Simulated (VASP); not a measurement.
Given:

```xyz
3
Lattice="1.8432 -3.1924 0.0000 1.8432 3.1924 0.0000 0.0000 0.0000 6.3408" Properties=species:S:1:pos:R:3 pbc="T T T"
Zr     3.6863     0.0000     0.0000
S      1.8432     1.0642     1.4481
S      1.8432    -1.0642     4.8927
```

All values below come from PBE GGA, VASP's PBE PAW potentials (set 64) (plane waves; VASP). Run with 480 eV cut-off, 6×6×4 Γ-centred mesh, Gaussian smearing of 0.050 eV, potentials Zr_sv S.

Energy and stress use the plane-wave basis of the starting cell. Without a dispersion term in the relaxation, distances and binding between the weakly bound layers, chains or molecules are unreliable, and so is what depends on them.

Question: The ions, cell shape and volume at an external pressure of 5.0 GPa are relaxed. Give the cell that the relaxation ends in.

Answer: 
```xyz
3
Lattice="1.8028 -3.1225 0.0000 1.8028 3.1225 0.0000 0.0000 0.0000 5.5690" Properties=species:S:1:pos:R:3 pbc="T T T"
Zr     1.8028    -3.1225     0.0000
S      1.8028     1.0408     1.4639
S      1.8028    -1.0408     4.1051
```
Space group P-3m1 (164), at a tolerance of 0.03 Å.

Question: How do energy and volume change from the first to the last step?

Answer: The energy (σ→0) changes by +46.0 meV/atom and the volume by -16.0 %, in 17 ionic steps.

| step | E(σ→0) (eV) | max force (eV/Å) | pressure (GPa) | volume (Å³) |
|---|---|---|---|---|
| 1 | -21.4299 | 0.017 | 0.06 | 74.62 |
| 2 | -21.1524 | 1.488 | 12.12 | 66.64 |
| 3 | -21.3741 | 0.614 | 4.91 | 70.88 |
| 4 | -21.3726 | 0.513 | 4.90 | 69.80 |
| 5 | -21.3432 | 0.214 | 5.05 | 66.63 |
| 6 | -21.1520 | 0.428 | 6.45 | 60.54 |
| 7 | -21.2848 | 0.004 | 5.70 | 63.94 |
| 8 | -21.3083 | 0.124 | 4.38 | 63.70 |
| 9 | -21.3103 | 0.225 | 3.53 | 63.50 |
| 10 | -21.2569 | 0.150 | 6.54 | 61.73 |
| 11 | -21.2864 | 0.020 | 5.13 | 62.53 |
| 12 | -21.2858 | 0.016 | 5.16 | 62.51 |
| 13 | -21.2885 | 0.017 | 5.03 | 62.59 |
| 14 | -21.2888 | 0.017 | 5.01 | 62.60 |
| 15 | -21.2893 | 0.011 | 5.03 | 62.62 |
| 16 | -21.2907 | 0.006 | 5.08 | 62.66 |
| 17 | -21.2919 | 0.003 | 5.02 | 62.70 |

The compound is ZrS2 in the 1T layered structure. This run relaxes it under an external pressure of 5 GPa. Symmetry was kept, so distortions that lower it aren't found.
